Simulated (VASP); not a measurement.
Runs of VASP 6.6.1 on MgBe. The structure is cubic, space group Pm-3m (No. 221). Conventional cell: a = 3.051 Å, b = 3.051 Å, c = 3.051 Å, α = 90.00°, β = 90.00°, γ = 90.00°. Around Be (site symmetry m-3m) lie 8 Mg at 2.64 Å. Mg (site symmetry m-3m) is surrounded by 8 Be at 2.64 Å. The cell was built by a generator and needn't be a form met in nature.

```csv
task,level,cell,cutoff (eV),gap on the mesh (eV),pressure (GPa),relaxed volume (Å³/atom)
relaxation of cell and atoms,PBE,relaxed,600,none,0.0,(a)
single point,PBE+D4,"Pm-3m, 14.36 Å³/atom",520,none,-0.1,-
single point,PBE,"Pm-3m, 14.61 Å³/atom",520,none,-0.1,-
relaxation of cell and atoms,PBE+D4,relaxed,600,none,0.0,14.34
```

Alike in all rows: potentials or basis VASP PAW PBE potentials, release 64 (Be, Mg); no spin polarisation; k mesh 6 × 6 × 6; smearing fermi-dirac 0.1 eV.

Task: Fill in the values left out.

Result: (a) 14.59.

Caveats: pairwise dispersion overbinds metals, which lowers pressure and volume (some runs).

A gap of «none» marks a metal or a gap under the smearing width.
